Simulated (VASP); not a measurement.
Output of a VASP run:

File OSZICAR:
```
       N       E                     dE             d eps       ncg     rms          rms(c)
DAV:   1     0.449241095169E+03    0.44924E+03   -0.20218E+04  1312   0.286E+03
DAV:   2     0.451439116973E+02   -0.40410E+03   -0.39723E+03  1116   0.636E+02
DAV:   3    -0.236174510599E+02   -0.68761E+02   -0.67926E+02  1593   0.189E+02
DAV:   4    -0.296593813354E+02   -0.60419E+01   -0.60186E+01  1532   0.503E+01
DAV:   5    -0.299698716846E+02   -0.31049E+00   -0.31047E+00  1571   0.875E+00    0.150E+01
DAV:   6    -0.261013939208E+02    0.38685E+01   -0.45447E+01  1399   0.394E+01    0.504E+00
DAV:   7    -0.256627978314E+02    0.43860E+00   -0.63049E+00  1434   0.177E+01    0.267E+00
DAV:   8    -0.256357148628E+02    0.27083E-01   -0.41506E-01  1382   0.485E+00    0.744E-01
DAV:   9    -0.256318227441E+02    0.38921E-02   -0.55748E-02  1432   0.194E+00    0.311E-01
DAV:  10    -0.256323208528E+02   -0.49811E-03   -0.50117E-03  1480   0.633E-01    0.772E-02
DAV:  11    -0.256322012549E+02    0.11960E-03   -0.15719E-03  1442   0.288E-01    0.472E-02
DAV:  12    -0.256321741093E+02    0.27146E-04   -0.20694E-04  1484   0.872E-02    0.509E-03
DAV:  13    -0.256321742772E+02   -0.16791E-06   -0.75138E-06  1232   0.204E-02
   1 F= -.25632174E+02 E0= -.25534311E+02  d E =-.195727E+00
```

File OUTCAR:
```
------------------------ aborting loop because EDIFF is reached ----------------------------------------
  FORCE on cell =-STRESS in cart. coord.  units (eV):
  Direction    XX          YY          ZZ          XY          YZ          ZX
  --------------------------------------------------------------------------------------
  Total        0.6244781      0.6244781      1.7277664      0.0000000      0.0000000      0.0000000
  in kB       14.2983933     14.2983933     39.5598862      0.0000000      0.0000000      0.0000000
  external PRESSURE =      22.7188910 kB  Pullay stress =       0.0000000 kB
  volume of cell :       69.97
      direct lattice vectors                 reciprocal lattice vectors
    -1.728830000  1.728830000  5.852966000     0.000000000  0.289212936  0.085426773
     1.728830000 -1.728830000  5.852966000     0.289212936  0.000000000  0.085426773
     1.728830000  1.728830000 -5.852966000     0.289212936  0.289212936  0.000000000
 POSITION                                       TOTAL-FORCE (eV/Angst)
 -----------------------------------------------------------------------------------
      0.00000      0.00000      8.77945         0.000000      0.000000     -0.131931
      0.00000      1.72883      0.00000         0.000000      0.000000     -0.131931
      0.00000      0.00000      1.94318         0.000000     -0.000000      0.131931
     -0.00000      1.72883      4.86967        -0.000000      0.000000      0.131931
 -----------------------------------------------------------------------------------
    total drift:                               -0.000009     -0.000009      0.001777
  FREE ENERGIE OF THE ION-ELECTRON SYSTEM (eV)
  ---------------------------------------------------
  free  energy   TOTEN  =       -25.6321742772 eV

  energy  without entropy=      -25.4364469964  energy(sigma->0) =      -25.53431064
```
(Selected blocks of OUTCAR.)

### POSCAR
```
TiGe
1
   -1.7288300000     1.7288300000     5.8529660000
    1.7288300000    -1.7288300000     5.8529660000
    1.7288300000     1.7288300000    -5.8529660000
Ti Ge
2 2
Direct
  0.7500000000   0.7500000000   0.0000000000
  0.5000000000   0.0000000000   0.5000000000
  0.1660000000   0.1660000000   0.0000000000
  0.9160000000   0.4160000000   0.5000000000
```

Task: Reconstruct the remaining input files.

Result: One answer among several that fit: the input of the run itself, PBE GGA, plane waves, VASP's PBE PAW potentials (set 64).

### INCAR
```
! general
SYSTEM   =  TiGe
PREC     =  Accurate
ENCUT    =  300
LREAL    =  F
LASPH    =  T

! electronic loop
EDIFF    =  1E-6
NELM     =  100
ALGO     =  Normal
LMAXMIX  =  4

! smearing
ISMEAR   =  -1
SIGMA    =  0.1

! functional
GGA      =  PE

! ions
ISIF     =  2

! output
LWAVE    =  F
LCHARG   =  F
```

**KPOINTS**
```
Automatic mesh
0
Gamma
5 5 5
0 0 0
```

POTCAR, in this order: Ti_sv Ge_d (PBE.64 set). Program: vasp_std.

At this cut-off the stress carries a Pulay error, which pulls relaxed volumes low.

The structure was generated: TiGe was put into an ordered model structure, which need not be its known phase. The cell was not relaxed at this level. The k-mesh is coarse (spacing up to 0.51 per Å, 2π included), so the numbers may not be converged in it.
